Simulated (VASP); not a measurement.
# Si: energy against volume

Si (diamond, Fd-3m, 20.441 Å³/atom and stress up to 0.01 GPa in the relaxed cell, cube axes along x, y and z) under an equal strain ε along all three axes. PBE in VASP (plane waves, PAW), 480 eV, 10×10×10 Γ-centred mesh, Gaussian smearing 0.05 eV; ions are relaxed, or left where forces stay under 0.02 eV/Å, within the symmetry of each cell.

Here V stands for volume and E for E less E0.

```
volume (Å³/atom)  E less E0 (meV/atom)  pressure (GPa)
----------------  --------------------  --------------
18.6556                              ?               ?
19.2386                          21.97            6.15
19.5345                          12.18            4.46
19.8335                           5.34            2.87
20.1355                           1.33            1.39
20.4406                           0.00            0.01
20.7488                           1.22           -1.28
21.0600                           4.88           -2.48
21.3743                          10.84           -3.59
21.6918                          19.00           -4.64
```

### Question
Using the third-order Birch-Murnaghan form, a cubic in V^(-2/3), estimate the missing E at V = 18.6556 from the other rows, showing the fit.

### Answer
With u = V^(-2/3) - 0.134, the rows have u = 0.005279, 0.003869, 0.002479, 0.001111, -0.000237, -0.001564, -0.002872, -0.004161, -0.005431. Least squares gives E = 0.046 + 361.1·u + 713802·u² + 861267·u³. Residuals (row less fit): -0.001, 0.002, -0.001, 0.001, -0.001, -0.004, 0.004, 0.000, -0.001; standard error 0.003 (degrees of freedom: 5). Its minimum lies at u = -0.000253, so V0 = (0.133747)^(-3/2) = 20.44. There d²E/du² = 1426000 and d³E/du³ = 5168000, so B0 = (4/9) × 20.44^(-7/3) × 1426000 × 0.160218 = 88.9 GPa (the last factor turns the table's units into GPa), and B0' = 4 + (2/3) × 0.133747 × (5168000)/1426000 = 4.3. B0' rests on the cubic coefficient alone and has a standard error of 0.1 from these residuals. At the withheld row, u = 0.008165, so E = 0.046 + 361.1 × 0.008165 + 713802 × 0.008165² + 861267 × 0.008165³ = 51.050 meV/atom. The calculation gives 51.00 meV/atom, 0.050 meV/atom below the prediction (0.1 % of the range of E in the table). The row lies outside the fitted rows, so this is an extrapolation. The scatter of the fitted rows lies at the last printed digit.

Other structures, which can take over under pressure, weren't tried. The same form fitted to the pressure column gives B0' = 4.3; series where the two differ by over 0.4 aren't shown. Rows are the converged runs of the series near zero and its far end, less any whose ions stayed unrelaxed beside relaxed ones; series whose fitted rows scatter by over a few per cent of the range, as at a crossing or softening among them, aren't shown in this form.
